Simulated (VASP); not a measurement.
VASP input:

**POSCAR**
```
Rb(AsIr)2
1
   -2.0170050000     2.0170050000     7.0139940000
    2.0170050000    -2.0170050000     7.0139940000
    2.0170050000     2.0170050000    -7.0139940000
Rb As Ir
1 2 2
Direct
  0.0000000000   0.0000000000   0.0000000000
  0.3488000000   0.3488000000   0.0000000000
  0.6512000000   0.6512000000   0.0000000000
  0.7500000000   0.2500000000   0.5000000000
  0.2500000000   0.7500000000   0.5000000000
```

**INCAR**
```
SYSTEM = Rb(AsIr)2
PREC = Accurate
ENCUT = 300
EDIFF = 1E-6
NELM = 100
ALGO = Normal
LREAL = .FALSE.
LASPH = .TRUE.
ISMEAR = 0
SIGMA = 0.272
LMAXMIX = 6
LWAVE = .FALSE.
LCHARG = .FALSE.
ISIF = 2
```

KPOINTS:
```
kpoints
0
G
  6 6 6
0 0 0
```

POTCAR, in this order: Rb_sv As Ir (LDA.64 set). Program: vasp_std.

Q: Write an equivalent input for Quantum ESPRESSO's pw.x.

A: One equivalent input (not run):
```
&CONTROL
  calculation = 'scf'
  pseudo_dir = './pseudo'
  outdir = './out'
  tprnfor = .true.
  tstress = .true.
/
&SYSTEM
  ibrav = 0
  nat = 5
  ntyp = 3
  ecutwfc = 80
  occupations = 'smearing'
  smearing = 'gaussian'
  degauss = 0.01999
  input_dft = 'pz'
/
&ELECTRONS
  conv_thr = 7.3e-08
  electron_maxstep = 100
/
ATOMIC_SPECIES
  Rb 85.468 Rb.upf
  As 74.922 As.upf
  Ir 192.217 Ir.upf
CELL_PARAMETERS angstrom
    -2.0170050    2.0170050    7.0139940
     2.0170050   -2.0170050    7.0139940
     2.0170050    2.0170050   -7.0139940
ATOMIC_POSITIONS crystal
  Rb   0.0000000  0.0000000  0.0000000
  As   0.3488000  0.3488000  0.0000000
  As   0.6512000  0.6512000  0.0000000
  Ir   0.7500000  0.2500000  0.5000000
  Ir   0.2500000  0.7500000  0.5000000
K_POINTS automatic
  6 6 6 0 0 0
```
Limits of the translation: the potentials are each code's own (VASP's PAW set, PseudoDojo norm-conserving files in pw.x), so ENCUT and ecutwfc are chosen apart and not converted; conv_thr bounds pw.x's estimated SCF error, while EDIFF bounds the energy change between steps.

The structure comes from a computed database's Ir2RbAs2 entry (I4/mmm); how it stands against other phases isn't given here. The cell was not relaxed at this level. The k-mesh is coarse (spacing up to 0.37 per Å, 2π included), so the numbers may not be converged in it.
